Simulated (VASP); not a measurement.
A VASP calculation is set up with these files.

### KPOINTS
```
Automatic mesh
0
Gamma
15 15 15
0 0 0
```

INCAR:
```
# general
SYSTEM  = Al
PREC    = Accurate
ENCUT   = 500
LREAL   = .FALSE.
LASPH   = .TRUE.

# electronic loop
EDIFF   = 1E-6
NELM    = 100
ALGO    = Normal

# smearing
ISMEAR  = 1
SIGMA   = 0.1

# functional
GGA     = PE

# ions
IBRION  = 2
NSW     = 40
ISIF    = 3
EDIFFG  = -0.02
PSTRESS = 50

# output
LWAVE   = .FALSE.
LCHARG  = .FALSE.
```

**POSCAR**
```
Al
1
    0.0000000000     2.0177177771     2.0177177771
    2.0177177771     0.0000000000     2.0177177771
    2.0177177771     2.0177177771     0.0000000000
Al
1
Direct
  0.0000000000   0.0000000000   0.0000000000
```

POTCAR, in this order: Al (PBE.64 set). Program: vasp_std.

Write an equivalent input for Quantum ESPRESSO's pw.x.

One equivalent input (not run):
```
&CONTROL
  calculation = 'vc-relax'
  pseudo_dir = './pseudo'
  outdir = './out'
  tprnfor = .true.
  tstress = .true.
  nstep = 40
  forc_conv_thr = 0.00078
/
&SYSTEM
  ibrav = 0
  nat = 1
  ntyp = 1
  ecutwfc = 40
  occupations = 'smearing'
  smearing = 'methfessel-paxton'
  degauss = 0.00735
  input_dft = 'pbe'
/
&ELECTRONS
  conv_thr = 7.3e-08
  electron_maxstep = 100
/
&IONS
/
&CELL
  press = 50
/
ATOMIC_SPECIES
  Al 26.982 Al.upf
CELL_PARAMETERS angstrom
     0.0000000    2.0177178    2.0177178
     2.0177178    0.0000000    2.0177178
     2.0177178    2.0177178    0.0000000
ATOMIC_POSITIONS crystal
  Al   0.0000000  0.0000000  0.0000000
K_POINTS automatic
  15 15 15 0 0 0
```
The two are equivalent in intent, not identical: the potentials are each code's own (VASP's PAW set, PseudoDojo norm-conserving files in pw.x), so ENCUT and ecutwfc are chosen apart and not converted; conv_thr bounds pw.x's estimated SCF error, while EDIFF bounds the energy change between steps; forc_conv_thr acts on force components and is met together with etot_conv_thr.

The compound is Al in the fcc structure. This run relaxes it under an external pressure of 5 GPa. Symmetry was kept, so distortions that lower it aren't found.
